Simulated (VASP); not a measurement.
ClInIH: single point with PBE

Molecule: ClInIH, in a box.

```
Cl In I H
1.0
    12.00000    0.00000    0.00000
     0.00000   13.00000    0.00000
     0.00000    0.00000   11.00000
Cl In I H
1 1 1 1
Direct
  0.37916 0.55043 0.44167
  0.55202 0.54240 0.52240
  0.62255 0.34630 0.57215
  0.61957 0.65155 0.56984
```

The cell isn't the ideal one: atoms moved at random, drawn with an rms of 0.05 Å.

```json
{
  "Program": "VASP 6.6.1",
  "Task": "single point",
  "Functional": "PBE",
  "Potentials or basis": "VASP PAW PBE potentials, release 64 (Cl, In_d, I, H)",
  "Cutoff": "520 eV",
  "k mesh": "1 × 1 × 1",
  "Occupations": "gaussian, width 0.01 eV",
  "Spin": "no spin polarisation",
  "Further INCAR settings": "ALGO = Fast; EDIFF = 1e-07"
}
```

| Property | Result |
| --- | --- |
| Largest force | 1.425 eV/Å |
| Gap between the frontier levels | 3.44 eV |

Forces in eV/Å, atoms in the order of the input:
```
Cl  -1.043  0.022 -0.531
In   1.092 -0.495  0.770
I   -0.134  0.500 -0.160
H    0.086 -0.028 -0.080
```

Levels at points of the mesh, in eV from the valence-band top:
```csv
k point,band 10,band 11,band 12,band 13,band 14,band 15,band 16,band 17,band 18
"(0.00, 0.00, 0.00)",-1.75,-1.52,-0.85,-0.18,0.00,3.44,4.02,5.85,5.96
```

It took 3.6 min on 1 thread of Intel(R) Xeon(R) Platinum 8488C (Sapphire Rapids) (shared host), peak memory 1.3 GiB.

Caveat: spin-orbit coupling is left out, which moves the levels of the heavy elements.
